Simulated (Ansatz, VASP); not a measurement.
**Ga2O3 (partly crystallised Ga2O3) in two plane-wave programs**

Aim: how closely do two programs agree when they are given the same cell, functional and k mesh? The cell is taken from a series of runs on this material, whose earlier steps may have relaxed or scaled it; both programs get it as it stands.

Program: Ansatz 0.2.0. Level of theory: plane waves, with VASP 6.6.1 beside it; single point at PBE. Results are calculated unless marked as measured.

## (1) Set-up

The cell holds 95 atoms: 38 Ga and 57 O. Cell: a = 9.848 Å, b = 9.848 Å, c = 9.848 Å, α = 90.0°, β = 90.0°, γ = 90.0°. As first built, before any earlier steps moved the atoms: 95 atoms (38 Fe, 57 O) placed at random at 5.32 g/cm^3, melted at 5000 K for 10 ps at fixed volume with the Morse and Coulomb pair potential with partial charges (Pedone, Malavasi, Menziani, Cormack and Segre, J. Phys. Chem. B 110, 11780 (2006)). Quenched from 5000 K to 300 K at 50 K/ps and fixed volume, held 5 ps, then minimised at fixed cell. Then Fe was replaced by Ga and the cell scaled by 1.003 (the potential has no terms for the new elements, so the cell is a start for a DFT relaxation).

## (2) Ansatz: single point, PBE

Ansatz runs on its default PAW (the set named soft_2) files.

A single point gives forces, pressure and levels at one fixed geometry, so differences don't come from the geometry; what else differs is listed under the comparison.

File input.yaml:

```yaml
crystal:
  lattice:
    - [9.84786, 0.0, 0.0]
    - [0.0, 9.84786, 0.0]
    - [0.0, 0.0, 9.84786]
  atoms:
    - { symbol: Ga, position: [0.97527, 0.51486, 0.26278] }
    - { symbol: Ga, position: [0.5999, 0.71004, 0.75221] }
    - { symbol: Ga, position: [0.10124, 0.03698, 0.96517] }
    - { symbol: Ga, position: [0.28893, 0.24033, 0.76435] }
    - { symbol: Ga, position: [0.50174, 0.20134, 0.08245] }
    - { symbol: Ga, position: [0.69776, 0.38974, 0.92454] }
    - { symbol: Ga, position: [0.9974, 0.10031, 0.29866] }
    - { symbol: Ga, position: [0.85998, 0.24489, 0.08843] }
    - { symbol: Ga, position: [0.29952, 0.52909, 0.24726] }
    - { symbol: Ga, position: [0.12075, 0.52698, 0.62152] }
    - { symbol: Ga, position: [0.65884, 0.98953, 0.26634] }
    - { symbol: Ga, position: [0.39115, 0.97667, 0.59078] }
    - { symbol: Ga, position: [0.605, 0.45374, 0.23248] }
    - { symbol: Ga, position: [0.92052, 0.85402, 0.18068] }
    - { symbol: Ga, position: [0.74351, 0.95038, 0.57299] }
    - { symbol: Ga, position: [0.20987, 0.2832, 0.10027] }
    - { symbol: Ga, position: [0.18161, 0.30107, 0.44839] }
    - { symbol: Ga, position: [0.40245, 0.96555, 0.94709] }
    - { symbol: Ga, position: [0.40608, 0.47901, 0.93877] }
    - { symbol: Ga, position: [0.10373, 0.04502, 0.59048] }
    - { symbol: Ga, position: [0.19498, 0.76186, 0.0931] }
    - { symbol: Ga, position: [0.06679, 0.49988, 0.92701] }
    - { symbol: Ga, position: [0.46035, 0.73858, 0.43606] }
    - { symbol: Ga, position: [0.12358, 0.77407, 0.44716] }
    - { symbol: Ga, position: [0.47521, 0.22082, 0.43671] }
    - { symbol: Ga, position: [0.86788, 0.58937, 0.68677] }
    - { symbol: Ga, position: [0.80997, 0.64272, 0.02049] }
    - { symbol: Ga, position: [0.93091, 0.22309, 0.74007] }
    - { symbol: Ga, position: [0.66184, 0.42092, 0.5875] }
    - { symbol: Ga, position: [0.31494, 0.74026, 0.75832] }
[... 59 atom lines left out ...]
    - { symbol: O, position: [0.23947, 0.37839, 0.63518] }
    - { symbol: O, position: [0.711, 0.75791, 0.89897] }
    - { symbol: O, position: [0.48524, 0.6222, 0.26538] }
    - { symbol: O, position: [0.9203, 0.2936, 0.2762] }
    - { symbol: O, position: [0.30786, 0.11756, 0.03471] }
    - { symbol: O, position: [0.93378, 0.97339, 0.65944] }
kpoints:
  mp_grid: { grid: [1, 1, 1] }
hamiltonian:
  xc: pbe
scf:
  occupations: { method: fixed }
output:
  forces: true
  stress: true
  populations: true
  dos:
    method: { smearing: { sigma: 0.08 } }
    de: 0.1
    projected: { site_lists: { Ga: [Ga], O: [O] } }
  eigenvalues: true
  write_density: true
  write_potential: true
  volumetric_format: npy
```

On the command line:

```sh
$ ansatz run input.yaml --threads 4 --pin off --max-ram 8192MiB --backend cpu --events-out ev --progress --plain --runs-dir out
```

Numbers of over 12 decimals in the logs are rounded to 6 here.

Output:

```text
Engine: ansatz 0.2.0, x86_64-unknown-linux-gnu
Pseudopotentials: kind: paw
Pseudopotential: Ga, paw, valence charge 13, recommended cutoff 420 eV (normal), Ga.paw.azcp
Pseudopotential: O, paw, valence charge 6, recommended cutoff 420 eV (normal), O.paw.azcp
Functional definition: PBE
  parameter kappa = 0.804
  parameter beta = 0.066725
  exchange = pbe_x(kappa = kappa, mu = beta*pi^2/3)
  correlation = pbe_c(beta = beta)
Crystal: 95 atoms, lattice volume = 955.049 Å³
Basis set: ecut = 420 eV, 18805 PW (Γ), exchange–correlation on 144×144×144 points (8 copies of the dense FFT grid, shifted against one another)
Bands: 513, of which v1, the nominal top of the filled ones, is band 418 counted from 1 (417 counted from 0)
Symmetry: 1 space group operations
Space group: P1 (ITA 1), of the structure as read, at distance tolerance 9.8e-5 Å
k-points: 1
Non-local potential: Ga, projectors of the file, l = 0: 2, l = 1: 2, l = 2: 3, l = 3: 1
Non-local potential: O, projectors of the file, l = 0: 2, l = 1: 2, l = 2: 1
PAW form: soft (Blöchl's): semilocal exchange-correlation on the pseudo side does not see the compensation charge
PAW one-centre angular grid: Ga, 590 points (default); XC on 64 Gauss nodes
PAW one-centre angular grid: O, 110 points (default); XC on 64 Gauss nodes
Initial density: superposition of atomic densities (neutral atoms: chi_scale 0, normalization atom), corrected by the library's trained network
Initial wavefunctions: pseudopotential atomic-orbital guess
Functional: x = pbe(κ = 0.804, μ = 0.219515), c = pbe(β = 0.066725)
SCF iter   1: F=—  HF=-176105.938305 eV  |F-HF|=—  |Δ(HF+E_count)|=         —  Δρ=3.39e-3  dr2=1.67e-1  ethr=1.77e-3  ⟨swp⟩=4.0  Hψ=1457  notcnv=0  defer=90
preconditioner: auto → Resta (q_TF=auto, 2.668 Å⁻¹)  ε∞=5.1  [insulator: Δε(μ)=0.771 eV  Ē_g=17.250 eV  n_scr=304 (ndim 8)  ℏωp=34.7 eV  f_vac=0.005  ε∞_Penn≈5.1]
SCF iter   2: F=—  HF=-176105.909620 eV  |F-HF|=—  |Δ(HF+E_count)|=   2.87e-2  Δρ=1.83e-3  dr2=3.04e-2  ethr=2.00e-5  ⟨swp⟩=2.0  Hψ=1010  notcnv=0  defer=93
SCF iter   3: F=—  HF=-176105.906859 eV  |F-HF|=—  |Δ(HF+E_count)|=   2.76e-3  Δρ=7.64e-4  dr2=9.76e-3  ethr=3.64e-6  ⟨swp⟩=2.0  Hψ=595  notcnv=0  defer=93
SCF iter   4: F=—  HF=-176105.905485 eV  |F-HF|=—  |Δ(HF+E_count)|=   1.37e-3  Δρ=2.68e-4  dr2=5.84e-4  ethr=1.17e-6  ⟨swp⟩=2.0  Hψ=595  notcnv=0  defer=93
SCF iter   5: F=—  HF=-176105.905451 eV  |F-HF|=—  |Δ(HF+E_count)|=   3.35e-5  Δρ=1.41e-4  dr2=1.53e-4  ethr=6.98e-8  ⟨swp⟩=2.0  Hψ=833  notcnv=0  defer=91
SCF iter   6: F=—  HF=-176105.905450 eV  |F-HF|=—  |Δ(HF+E_count)|=   9.94e-7  Δρ=5.42e-5  dr2=2.51e-5  ethr=1.83e-8  ⟨swp⟩=2.0  Hψ=824  notcnv=0  defer=91
SCF iter   7: F=—  HF=-176105.906533 eV  |F-HF|=—  |Δ(HF+E_count)|=   1.08e-3  Δρ=1.59e-5  dr2=2.12e-6  ethr=3.01e-9  ⟨swp⟩=2.0  Hψ=880  notcnv=0  defer=91
SCF iter   8: F=—  HF=-176105.906534 eV  |F-HF|=—  |Δ(HF+E_count)|=   1.12e-6  Δρ=7.60e-6  dr2=4.79e-7  ethr=2.54e-10  ⟨swp⟩=2.0  Hψ=838  notcnv=0  defer=91
SCF iter   9: F=-176105.906534 eV  HF=-176105.906534 eV  |F-HF|=1.56e-8  |Δ(HF+E_count)|=   6.01e-8  Δρ=2.89e-6  dr2=7.48e-8  ethr=1.20e-11  ⟨swp⟩=14.0  Hψ=4158  notcnv=0
SCF 1 converged in 9 iterations: F = -176105.906534 eV  dr2 = 7.48e-8
  greatest PAW one-centre occupation: 0.998 electrons in one spin orbital (limit 2), on the Ga atom at site 28 (counted from 0), in its partial waves of l = 2
SCF converged after 9 iterations
Free energy (F): -176105.906534 eV
Harris-Foulkes:  -176105.906534 eV  (|F-HF|=1.56e-8)
Internal energy: -176105.906534 eV  (E = F + TS)
E sigma→0 (E₀):  -176105.906534 eV
Fermi energy:    9.556693 eV
--- Per-component energies (eV) ---
  E_band       = -335.479442
  E_kinetic    = 14373.270446
  E_local      = -81151.465186  (includes V_loc(G=0)·N_el)
  E_nonlocal   = 19204.702949
  E_hartree    = 36519.917705
  E_xc         = -6742.225809
  E_vxc        = -7474.982544  (∫ρ·V_xc dr)
  E_paw        = -84974.997980  (= ΣΔE_a)
  E_vpaw       = -18326.980511  (= ΣTr[D̂ρ^β])
  E_aug_tail   = 0.134268  (compensation charges beyond the density's cutoff)
  E_ewald      = -73335.242928
  E_smearing   = -0.000000  (= −TS)
  E_closure    = 0.000000  (closes the sum)
  Σ components = -176105.906534   (vs F -176105.906534, Δ=0.00e0)
--- Forces (eV/Å), atoms counted from 1 ---
  atom   1  Ga     0.22989764    -0.26428083     0.44256083
  atom   2  Ga    -0.11974435    -0.45268142    -0.17309230
  atom   3  Ga    -0.39339283    -0.33064072     0.15813993
  atom   4  Ga    -0.84483359    -0.39865584    -0.06287988
  atom   5  Ga     0.26620572     0.29067455    -0.22210213
  atom   6  Ga    -0.13713170    -0.33785529    -0.39461271
  atom   7  Ga    -0.06455116    -0.11357260     0.26879183
  atom   8  Ga     0.00607947    -0.20720801    -0.12769030
  atom   9  Ga     0.29013223     0.19600347    -0.19988350
  atom  10  Ga     0.26548477     0.05746333     0.34419570
[...]
atom  69  O      0.00262924    -0.13977561     0.46548407
  atom  70  O     -0.35669169     0.32447434    -0.29278406
  atom  71  O      0.00815591    -0.24078289     0.43814079
  atom  72  O     -0.31732050    -0.01833255    -0.24646186
  atom  73  O      0.35899971    -0.07004857     0.15342338
  atom  74  O      0.04372940    -0.43561283    -0.22024187
  atom  75  O      0.03877164     0.12902975     0.11059360
  atom  76  O      0.05655625    -0.26420073    -0.20401742
  atom  77  O     -0.48569276     0.54038095    -0.07195803
  atom  78  O      0.08729057    -0.28660553    -0.02907856
  atom  79  O     -0.08224890    -0.12641999     0.68950240
  atom  80  O     -0.35216059     0.35433214    -0.28120834
  atom  81  O     -0.35941313    -0.03518864    -0.52270610
  atom  82  O     -0.73956495    -0.31716907     0.28208189
[...]
atom  88  O      0.44156188    -0.48086800     0.08003371
  atom  89  O      0.05302677     0.42137929    -0.11399483
  atom  90  O      0.23109930    -0.33256978    -0.08020829
  atom  91  O     -0.09939708     0.47740885     0.13782587
  atom  92  O      0.01926156    -0.17704770    -0.21978012
  atom  93  O     -0.05204696    -0.21807240    -0.17489863
  atom  94  O      0.15016133     0.00849379     0.39288284
  atom  95  O     -0.05563217    -0.39390955     0.15711027
  max |Σ_I F_I| component: 4.54e-6 eV/Å
--- Stress (GPa, compression-positive) ---
       -3.455993       0.873944       0.708197
        0.873943      -3.529588       4.563698
        0.708197       4.563698      -2.056114
  P = ⅓ Tr σ = -3.0139 GPa (-30.139 kbar)
--- Band table (eV) ---
  k-point 0: bands = [... 414 lower, 9.1412, 9.1491, 9.2836, 9.5567, 10.2095, 12.4711, 12.7843, 12.8325, ... 91 higher]
--- Löwdin populations: 95 sites ---
  site symbol       q [e]
     0     Ga     11.9817
     1     Ga     11.9736
     2     Ga     12.0057
     3     Ga     11.9582
     4     Ga     12.0139
     5     Ga     12.0128
     6     Ga     12.0044
     7     Ga     11.9999
     8     Ga     11.9993
     9     Ga     12.0014
    10     Ga     11.9905
    11     Ga     12.0046
    12     Ga     11.9883
    13     Ga     12.0257
    14     Ga     11.9830
    15     Ga     12.0062
    16     Ga     12.0107
    17     Ga     12.0047
    18     Ga     12.0027
    19     Ga     12.0184
    20     Ga     12.0115
    21     Ga     11.9950
    22     Ga     11.9882
    23     Ga     11.9662
[...]
87      O      6.6258
    88      O      6.6257
    89      O      6.6146
    90      O      6.6262
    91      O      6.5912
    92      O      6.6202
    93      O      6.6597
    94      O      6.6333
  spilling = 0.002969 (of n_electrons = 836.000000)
```

## (3) VASP: single point, PBE

The same cell, functional and mesh now go to VASP, with its own data sets and cutoff.

Lines of VASP's logs that name or quote its potential files are left out, and so is its time.

File INCAR:

```
SYSTEM = Ga2O3
PREC = Accurate
ENCUT = 520
EDIFF = 1E-05
NELM = 100
ISMEAR = 0
SIGMA = 0.01
LREAL = Auto
ALGO = Fast
GGA = PE
NBANDS = 484
LORBIT = 11
LWAVE = .FALSE.
LCHARG = .FALSE.
ISIF = 2
```

File POSCAR:

```
Ga2O3
1.0
    9.8478600000      0.0000000000      0.0000000000
    0.0000000000      9.8478600000      0.0000000000
    0.0000000000      0.0000000000      9.8478600000
Ga O
38 57
Direct
    0.9752700000      0.5148600000      0.2627800000
    0.5999000000      0.7100400000      0.7522100000
    0.1012400000      0.0369800000      0.9651700000
    0.2889300000      0.2403300000      0.7643500000
    0.5017400000      0.2013400000      0.0824500000
    0.6977600000      0.3897400000      0.9245400000
    0.9974000000      0.1003100000      0.2986600000
    0.8599800000      0.2448900000      0.0884300000
    0.2995200000      0.5290900000      0.2472600000
    0.1207500000      0.5269800000      0.6215200000
    0.6588400000      0.9895300000      0.2663400000
    0.3911500000      0.9766700000      0.5907800000
    0.6050000000      0.4537400000      0.2324800000
    0.9205200000      0.8540200000      0.1806800000
    0.7435100000      0.9503800000      0.5729900000
    0.2098700000      0.2832000000      0.1002700000
    0.1816100000      0.3010700000      0.4483900000
    0.4024500000      0.9655500000      0.9470900000
    0.4060800000      0.4790100000      0.9387700000
    0.1037300000      0.0450200000      0.5904800000
    0.1949800000      0.7618600000      0.0931000000
    0.0667900000      0.4998800000      0.9270100000
    0.4603500000      0.7385800000      0.4360600000
    0.1235800000      0.7740700000      0.4471600000
    0.4752100000      0.2208200000      0.4367100000
    0.8678800000      0.5893700000      0.6867700000
    0.8099700000      0.6427200000      0.0204900000
    0.9309100000      0.2230900000      0.7400700000
    0.6618400000      0.4209200000      0.5875000000
    0.3149400000      0.7402600000      0.7583200000
[... 59 atom lines left out ...]
    0.2394700000      0.3783900000      0.6351800000
    0.7110000000      0.7579100000      0.8989700000
    0.4852400000      0.6222000000      0.2653800000
    0.9203000000      0.2936000000      0.2762000000
    0.3078600000      0.1175600000      0.0347100000
    0.9337800000      0.9733900000      0.6594400000
```

File KPOINTS:

```
Automatic mesh
0
Gamma
1 1 1
0 0 0
```

Potentials, in the order of the species: Ga_d and O (PBE family, release 64).

On the command line:

```sh
$ export OMP_NUM_THREADS=5
$ mpirun -np 1 vasp_gam
```

Output:

```text
[banner, memory and clock lines left out]
running    1 mpi-ranks, on    1 nodes
[...]
Offloading initialized ...    1 GPUs detected
[...]
LDA part: xc-table for (Slater+PW92), standard interpolation
 POSCAR, INCAR and KPOINTS ok, starting setup
[...]
entering main loop
       N       E                     dE             d eps       ncg     rms          rms(c)
DAV:   1     0.247986398825E+05    0.24799E+05   -0.28551E+05   976   0.374E+03
DAV:   2     0.579797800008E+04   -0.19001E+05   -0.18107E+05   968   0.108E+03
DAV:   3     0.277435124911E+03   -0.55205E+04   -0.52050E+04  1192   0.397E+02
DAV:   4    -0.531667034979E+03   -0.80910E+03   -0.78193E+03  1080   0.157E+02
[...]
RMM:  17    -0.541886556502E+03   -0.30046E-04   -0.33552E-04  1139   0.205E-02    0.392E-03
RMM:  18    -0.541886573753E+03   -0.17251E-04   -0.16233E-04  1075   0.118E-02    0.339E-03
RMM:  19    -0.541886578491E+03   -0.47383E-05   -0.52910E-05   977   0.892E-03
   1 F= -.54188658E+03 E0= -.54188658E+03  d E =-.908936E-12
```

From OUTCAR (step 3):

```text
  Total      -15.4814633    -15.7124993     -7.7681595      4.6128212     26.9243795      4.1536241
  in kB      -25.9714976    -26.3590805    -13.0317613      7.7384077     45.1679821      6.9680648
  external PRESSURE =     -21.7874465 kB  Pullay stress =       0.0000000 kB

 POSITION                                       TOTAL-FORCE (eV/Angst)
 -----------------------------------------------------------------------------------
      9.60432      5.07027      2.58782         0.205666     -0.223221      0.432602
      5.90773      6.99237      7.40766        -0.116016     -0.483311     -0.176461
      0.99700      0.36417      9.50486        -0.383375     -0.306426      0.144999
      2.84534      2.36674      7.52721        -0.808485     -0.390915     -0.076229
      4.94107      1.98277      0.81196         0.261791      0.273767     -0.218870
      6.87144      3.83810      9.10474        -0.124034     -0.322632     -0.403170
      9.82226      0.98784      2.94116        -0.074489     -0.122720      0.270027
      8.46896      2.41164      0.87085         0.006680     -0.203904     -0.124986
[...]
3.92792      4.78517      5.74307        -0.008348      0.039161     -0.245931
      7.32809      9.38915      9.21149        -0.169141     -0.236117     -0.330010
      0.16072      8.10292      7.62520        -0.127609      0.324520     -0.004235
      5.11015      7.17161      0.83352        -0.538669     -0.250624      0.198659
      2.86179      0.03368      2.57187         0.371675     -0.038559     -0.193626
[...]
-----------------------------------------------------------------------------------
    total drift:                               -0.008693     -0.027276      0.003784

  FREE ENERGIE OF THE ION-ELECTRON SYSTEM (eV)
  ---------------------------------------------------
  free  energy   TOTEN  =      -541.8865784910 eV

  energy  without entropy=     -541.8865784910  energy(sigma->0) =     -541.88657849

[... 3 further parts left out ...]
[key lines of the parts left out:]
E-fermi :   5.1275
```

The run ends at a pressure of -2.18 GPa, with forces up to 1.4 eV/Å.

## (4) Comparison

Known differences besides the PAW data sets themselves: fixed occupations in Ansatz, narrow Gaussian smearing in VASP; the cutoff is 420 eV in Ansatz and 520 eV in VASP (PREC = Accurate, projectors in real space); VASP leaves aspherical gradient terms in its spheres out (LASPH is not set), Ansatz keeps them. Total energies have different zeros and are not compared.

The two programs side by side:

```tsv
quantity	Ansatz	VASP	difference
pressure (GPa)	-3.01	-2.18	-0.84
gap on the k mesh (eV)	0.653	0.615	+0.038
```

Forces on 10 of the 95 atoms, picked by the larger force of the two programs (eV/Å; atoms numbered as in POSCAR):

```tsv
atom	Ansatz x, y, z	VASP x, y, z
Ga4	-0.845, -0.399, -0.063	-0.808, -0.391, -0.076
Ga11	0.762, -0.092, 0.268	0.745, -0.066, 0.232
Ga22	-0.332, -0.012, -1.468	-0.314, -0.028, -1.405
Ga25	0.629, 0.319, 0.354	0.603, 0.319, 0.343
Ga26	-0.424, -0.889, -0.119	-0.408, -0.888, -0.116
Ga28	-0.185, 0.953, 0.184	-0.166, 0.914, 0.168
O45	0.227, 0.895, 0.466	0.246, 0.893, 0.453
O82	-0.740, -0.317, 0.282	-0.720, -0.318, 0.261
O83	0.532, 0.385, 0.453	0.524, 0.381, 0.444
O84	0.230, 0.019, 0.730	0.233, 0.018, 0.720
```

The forces differ by 20 meV/Å r.m.s., which is 6.2 % of the r.m.s. force of 0.32 eV/Å (both taken over all components).

## (5) Further runs

The difference is large enough to ask for its cause, so further runs change the set-up of one program at a time, as the table lists.

```tsv
run	r.m.s. force difference (% of the r.m.s. force)
as above	6.2
VASP with the data sets Ga_d_GW and O_GW and a cutoff of 670 eV	4.6
VASP with the data sets Ga_h and O_h and a cutoff of 1230 eV	3.2
```

## (6) Summary of results

```
r.m.s. force difference (single point, PBE) : 6.2 % of the r.m.s. force
difference in pressure (single point, PBE)  : -0.84 GPa
```

In words: The r.m.s. force difference is 6.2 % of the r.m.s. force (single point, PBE), beyond the 3 % picked in this series as the mark of a large difference. For single point, PBE: VASP with the data sets Ga_h and O_h and a cutoff of 1230 eV cuts the r.m.s. force difference from 6.2 to 3.2 % of the r.m.s. force; whether that points to the cause isn't shown. How closely two codes agree says nothing of how well the functional describes the real material.

[Lines on the potential files, build, host, timing and source positions are cut from VASP's logs without a mark.]

[Logs are printed without paths, hosts, clocks, repeated set-up lines and the standing remarks that a program may print on its own settings, such as how far it seeks lower states.]

[Hosts, paths, dates, database ids (printed as entryN), source tags and the programs' standing remarks are cut or masked in the printed files.]
